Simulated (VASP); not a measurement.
Level of theory: PBE GGA with D4 dispersion, VASP's PBE PAW potentials (set 64) (plane waves; VASP).

VASP ran on this input.

File KPOINTS:
```
Regular mesh
0
Gamma
10 10 10
0 0 0
```

INCAR:
```
! general
SYSTEM  = Ni3Si
PREC    = Accurate
ENCUT   = 520   ! plane-wave cut-off (eV)
LREAL   = .False.   ! projection in real space or not
LASPH   = .True.

! electronic loop
EDIFF   = 1E-7   ! SCF stop (eV)
NELM    = 100   ! most electronic steps
ALGO    = Normal
LMAXMIX = 4   ! l cut-off of mixed one-centre charges

! smearing
ISMEAR  = -5

! functional
GGA     = PE   ! PBE
IVDW    = 13   ! D4

! ions
ISIF    = 2   ! forces and stress, cell fixed

! output
LWAVE   = .False.
LCHARG  = .True.
LORBIT  = 11   ! lm-projected
NEDOS   = 601   ! DOS grid

! other
LEFG    = .True.
```

File POSCAR:
```
Ni3Si
1
    3.4708473742     0.0000000000     0.0000000000
    0.0000000000     3.4708473742     0.0000000000
    0.0000000000     0.0000000000     3.4708473742
Si Ni
1 3
Direct
  0.0000000000   0.0000000000   0.0000000000
  0.0000000000   0.5000000000   0.5000000000
  0.5000000000   0.0000000000   0.5000000000
  0.5000000000   0.5000000000   0.0000000000
```

POTCAR, in this order: Si Ni (PBE.64 set). Program: vasp_std.

For a metal the tetrahedron method with Blöchl corrections gives inexact stress and forces.

Task: Predict the energy per atom (σ→0), dispersion energy, band gap (on the k-mesh).

Result: 
```
Quantity                                                    Result
------------------------  ----------------------------------------
energy per atom (σ→0)                       -619.4 kJ/mol of atoms
dispersion energy                                        -2.025 eV
band gap (on the k-mesh)  none (metal, semimetal or under 0.01 eV)
```

### OSZICAR
```
...
DAV:  11    -0.236540006674E+02    0.40476E-03   -0.68886E-04  3614   0.321E-01    0.557E-02
DAV:  12    -0.236539984474E+02    0.22200E-05   -0.10356E-04  2589   0.122E-01    0.154E-02
DAV:  13    -0.236539993373E+02   -0.88988E-06   -0.77643E-06  2769   0.190E-02    0.852E-03
DAV:  14    -0.236539996210E+02   -0.28368E-06   -0.63774E-07  2735   0.946E-03    0.350E-03
DAV:  15    -0.236539993473E+02    0.27364E-06   -0.18615E-07  1521   0.621E-03    0.964E-04
DAV:  16    -0.236539994674E+02   -0.12002E-06   -0.23546E-08  1291   0.145E-03    0.340E-04
DAV:  17    -0.236539994321E+02    0.35227E-07   -0.81161E-09  1286   0.987E-04
   1 F= -.25678744E+02 E0= -.25678744E+02  d E =0.000000E+00
```

The compound is Ni3Si in the L1_2 structure. It was relaxed first. The run is not spin-polarised, so no magnetic state was tried.
